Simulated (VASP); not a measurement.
These are PBE GGA, VASP's PBE PAW potentials (set 64) (plane waves; VASP) values and carry that method's errors.

VASP input:

### INCAR
```
# general
SYSTEM  = InAs
PREC    = Accurate
ENCUT   = 300   # plane-wave cut-off (eV)
LREAL   = .False.   # projection in real space or not
LASPH   = .True.   # aspherical one-centre terms

# electronic loop
EDIFF   = 1E-6   # SCF stop (eV)
NELM    = 100   # most electronic steps
ALGO    = Normal   # blocked Davidson
LMAXMIX = 4   # l cut-off of mixed one-centre charges

# smearing
ISMEAR  = 0
SIGMA   = 0.1   # width (eV)

# functional
GGA     = PE   # PBE

# ions
ISIF    = 2   # forces and stress, cell fixed

# output
LWAVE   = .False.
LCHARG  = .False.
```

**POSCAR**
```
InAs
1
    0.0000000000     3.0535600000     3.0535600000
    3.0535600000     0.0000000000     3.0535600000
    3.0535600000     3.0535600000     0.0000000000
In As
1 1
Direct
  0.7518790000   0.7555030000   0.7479990000
 -0.0018790000  -0.0055030000   0.0020010000
```

KPOINTS_OPT:
```
k-points along high-symmetry lines
8
Line-mode
Reciprocal
  0.000000   0.000000   0.000000 ! GAMMA
  0.500000   0.000000   0.000000 ! X

  0.000000   0.000000   0.500000 ! Y
  0.000000   0.000000   0.000000 ! GAMMA

  0.000000   0.000000   0.000000 ! GAMMA
 -0.500000  -0.500000  -0.500000 ! Z

  0.000000  -0.500000   0.000000 ! R
  0.000000   0.000000   0.000000 ! GAMMA

  0.000000   0.000000   0.000000 ! GAMMA
 -0.500000  -0.500000   0.000000 ! T

  0.000000  -0.500000  -0.500000 ! U
  0.000000   0.000000   0.000000 ! GAMMA

  0.000000   0.000000   0.000000 ! GAMMA
  0.500000   0.000000   0.500000 ! V
```

**KPOINTS**
```
Automatic mesh
0
Gamma
6 6 6
0 0 0
```

POTCAR, in this order: In_d As (PBE.64 set). Program: vasp_std.

Question: What will the output report for the number of irreducible k-points (NKPTS), largest plane-wave count, number of space-group operations, FFT grid (NGX, NGY, NGZ)?

Answer: 
- number of irreducible k-points (NKPTS) = 112
- largest plane-wave count = 692
- number of space-group operations = 1
- FFT grid (NGX, NGY, NGZ) = 24 × 24 × 24

The structure comes from a computed database's InAs entry; how it stands against other phases isn't given here. The cell was not relaxed at this level, atoms are displaced from their ideal sites.
